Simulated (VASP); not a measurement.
Here is a VASP 6.6.1 calculation.

File INCAR:

```
ALGO = Fast ; EDIFF = 1E-4
EDIFFG = -0.08 ; ENCUT = 520
GGA = PE ; IBRION = 2
ISIF = 3 ; ISMEAR = 0
LASPH = T ; LCHARG = F
LREAL = F ; LWAVE = F
NELM = 60 ; NSW = 24
PREC = Normal ; SIGMA = 0.15
```

File KPOINTS:

```
k-points
0
Gamma
  3 3 2
```

The input POSCAR:

```
ZnCd2SeS2
1.0
    4.8920049900      0.0000000000      0.0000000000
    0.0000000000      4.8920049900      0.0000000000
    0.0000000000      0.0000000000      6.3104141100
Zn Cd Se S
1 2 1 2
Direct
    0.0000000000      0.0000000000      0.0000000000
    0.0000000000      0.5000000000      0.5000000000
    0.5000000000      0.0000000000      0.5000000000
    0.5000000000      0.5000000000      0.5000000000
    0.0000000000      0.0000000000      0.6817589100
    0.0000000000      0.0000000000      0.3182410900
```

Potentials or basis: VASP PAW PBE potentials, release 64 (Zn, Cd, Se, S).

Launch:

```bash
$ cat potpaw_PBE.64/Zn/POTCAR potpaw_PBE.64/Cd/POTCAR potpaw_PBE.64/Se/POTCAR potpaw_PBE.64/S/POTCAR > POTCAR
$ mpirun -np 1 vasp_std > vasp.out
```

Q: Estimate the space group after relaxing (to 0.05 Å).

A: P4/mmm (No. 123).

Q: Predict the relaxed volume.

A: 33.33 Å³/atom.

Q: Estimate the band gap on the k mesh.

A: 0.24 eV, indirect (least direct gap 0.48 eV).

Final structure:
```xyz
6
Lattice="5.1984 0.0000 0.0000 0.0000 5.1984 0.0000 0.0000 0.0000 7.4013" Properties=species:S:1:pos:R:3 pbc="T T T"
Zn    0.0000    0.0000    0.0000
Cd    0.0000    2.5992    3.7006
Cd    2.5992    0.0000    3.7006
Se    2.5992    2.5992    3.7006
S     0.0000    0.0000    5.2631
S     0.0000    0.0000    2.1382
```

Caveat: the k mesh is coarse (spacing up to 0.50 Å⁻¹), so the values aren't converged; the volume moved by over 15 % at a fixed basis, so the end points are rough; an odd mesh through Γ misses points on the zone boundary, where band edges often lie.
